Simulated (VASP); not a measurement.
Here is a VASP 6.6.1 calculation.

INCAR

```
  ALGO = Normal
  AMIX = 0.2
  EDIFF = 1E-7
  EDIFFG = -0.002
  ENCUT = 520
  GGA = PE
  IBRION = 2
  ISIF = 3
  ISMEAR = 0
  LASPH = True
  LCHARG = False
  LREAL = False
  LWAVE = False
  NELM = 80
  NSW = 80
  PREC = Accurate
  SIGMA = 0.02
```

Contents of KPOINTS:

```
k-points
0
Gamma
  12 12 6
```

POSCAR

```
AlN
1.0
    3.1130000000      0.0000000000      0.0000000000
   -1.5565000000      2.6959370800      0.0000000000
    0.0000000000      0.0000000000      4.9810000000
Al N
2 2
Direct
    0.3333333300      0.6666666700      0.0000000000
    0.6666666700      0.3333333300      0.5000000000
    0.3333333300      0.6666666700      0.3800000000
    0.6666666700      0.3333333300      0.8800000000
```

Potentials or basis: VASP PAW PBE potentials, release 64 (Al, N).

Launch:

```bash
$ cat potpaw_PBE.64/Al/POTCAR potpaw_PBE.64/N/POTCAR > POTCAR
$ mpirun -np 1 vasp_std > vasp.out
```

**Question.** What does it give for the relaxed volume?

**Answer.** 10.63 Å³/atom.

**Question.** Estimate the space group after relaxing (to 0.05 Å).

**Answer.** P6_3mc (No. 186).

**Question.** Estimate the relaxed cell.

**Answer.** a = 3.129 Å, b = 3.129 Å, c = 5.016 Å, α = 90.00°, β = 90.00°, γ = 120.00°.

Final structure:
```
Al N
1.0
     3.12856    0.00000    0.00000
    -1.56428    2.70941    0.00000
     0.00000    0.00000    5.01645
Al N
2 2
Cartesian
  0.0000 1.8063 5.0127
  1.5643 0.9031 2.5045
  0.0000 1.8063 1.9100
  1.5643 0.9031 4.4182
```

PBE usually gives volumes a little too large and moduli too small. Zero-point motion and thermal expansion aren't in these numbers.
